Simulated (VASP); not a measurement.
An input for Ansatz (written as the equivalent of a VASP run, and not itself run):

Ansatz 0.2 input:
```yaml
crystal:
  lattice:
    - [4.4468162, 0.0000000, 0.0000000]
    - [0.0000000, 4.4468162, 0.0000000]
    - [0.0000000, 0.0000000, 4.4468162]
  atoms:
    - { symbol: Fe, position: [0.8633903, 0.6366097, 0.3633903] }
    - { symbol: Fe, position: [0.3633903, 0.8633903, 0.6366097] }
    - { symbol: Fe, position: [0.1366097, 0.1366097, 0.1366097] }
    - { symbol: Fe, position: [0.6366097, 0.3633903, 0.8633903] }
    - { symbol: Si, position: [0.1590661, 0.3409339, 0.6590661] }
    - { symbol: Si, position: [0.6590661, 0.1590661, 0.3409339] }
    - { symbol: Si, position: [0.8409339, 0.8409339, 0.8409339] }
    - { symbol: Si, position: [0.3409339, 0.6590661, 0.1590661] }
kpoints:
  mp_grid: { grid: [6, 6, 6] }
hamiltonian:
  xc: pbe
  pseudopotentials: { kind: paw }
scf:
  occupations: { method: tetrahedron }
  max_iter: 100
output: { forces: true, stress: true, eigenvalues: true }
```

Problem. Write the VASP files for the same calculation (PBE).

Solution. This is not unique; one that fits is 
### POSCAR
```
FeSi
1
    4.4468161538     0.0000000000    -0.0000000000
    0.0000000000     4.4468161538     0.0000000000
    0.0000000000     0.0000000000     4.4468161538
Fe Si
4 4
Direct
  0.8633903453   0.6366096547   0.3633903453
  0.3633903453   0.8633903453   0.6366096547
  0.1366096547   0.1366096547   0.1366096547
  0.6366096547   0.3633903453   0.8633903453
  0.1590661058   0.3409338942   0.6590661058
  0.6590661058   0.1590661058   0.3409338942
  0.8409338942   0.8409338942   0.8409338942
  0.3409338942   0.6590661058   0.1590661058
```

File KPOINTS:
```
Automatic mesh
0
Gamma
6 6 6
0 0 0
```

### INCAR
```
! general
SYSTEM   =  FeSi
PREC     =  Accurate
ENCUT    =  400
LREAL    =  .FALSE.
LASPH    =  .TRUE.

! electronic loop
EDIFF    =  1E-7
NELM     =  100
ALGO     =  Normal
LMAXMIX  =  4

! smearing
ISMEAR   =  -5

! functional
GGA      =  PE

! ions
ISIF     =  2

! output
LWAVE    =  .FALSE.
LCHARG   =  .TRUE.
LORBIT   =  11
NEDOS    =  601

! other
LEFG     =  .TRUE.
```

POTCAR, in this order: Fe Si (PBE.64 set). Program: vasp_std.

What does not carry over: each code has its own PAW files, so the cut-off isn't converted (ENCUT is set for VASP's; basis.ecutwfc is left out, and Ansatz then takes the one that its files recommend); Ansatz stops its SCF on the density residual and VASP on the energy change (EDIFF); the field gradients of LEFG aren't asked of the other code.

The compound is FeSi in the B20 structure. It was relaxed first.
